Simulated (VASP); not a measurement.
Here is the system:

```
NiSi2
1.0
    0.00000     2.68481     2.68481
    2.68481     0.00000     2.68481
    2.68481     2.68481     0.00000
Si Ni
2 1
Cartesian
  1.34240   1.34240   1.34240
  4.02721   4.02721   4.02721
  0.00000   0.00000   0.00000
```

These are PBE GGA, VASP's PBE PAW potentials (set 64) (plane waves; VASP) values and carry that method's errors. Run with 300 eV cut-off, 9×9×9 Γ-centred mesh, Gaussian smearing of 0.27 eV, potentials Si Ni.

**Question.** Give the energies of bands 2 to 12 at the high-symmetry points, in eV from the Fermi level.

**Answer.** 
```json
[
 {"band": "2", "Γ": "-5.35", "X": "-8.22", "U": "-9.02", "L": "-10.18", "W": "-9.05"},
 {"band": "3", "Γ": "-5.35", "X": "-7.42", "U": "-7.60", "L": "-4.93", "W": "-7.21"},
 {"band": "4", "Γ": "-5.35", "X": "-4.64", "U": "-5.10", "L": "-4.93", "W": "-6.90"},
 {"band": "5", "Γ": "-3.64", "X": "-4.64", "U": "-4.54", "L": "-3.82", "W": "-3.84"},
 {"band": "6", "Γ": "-3.64", "X": "-3.72", "U": "-3.91", "L": "-3.44", "W": "-3.84"},
 {"band": "7", "Γ": "-0.16", "X": "-3.72", "U": "-3.53", "L": "-3.44", "W": "-3.72"},
 {"band": "8", "Γ": "1.72", "X": "-3.55", "U": "-3.02", "L": "-1.51", "W": "-3.29"},
 {"band": "9", "Γ": "1.72", "X": "-3.22", "U": "-2.72", "L": "-1.51", "W": "-2.52"},
 {"band": "10", "Γ": "1.72", "X": "-0.41", "U": "0.20", "L": "1.80", "W": "2.25"},
 {"band": "11", "Γ": "2.25", "X": "1.36", "U": "3.65", "L": "1.80", "W": "2.25"},
 {"band": "12", "Γ": "2.25", "X": "7.74", "U": "4.72", "L": "1.81", "W": "4.64"}
]
```

It has no gap at this level: it comes out as a metal or semimetal.

The structure comes from a computed database's Si2Ni entry; how it stands against other phases isn't given here. The cell was not relaxed at this level. The run is not spin-polarised, so no magnetic state was tried.
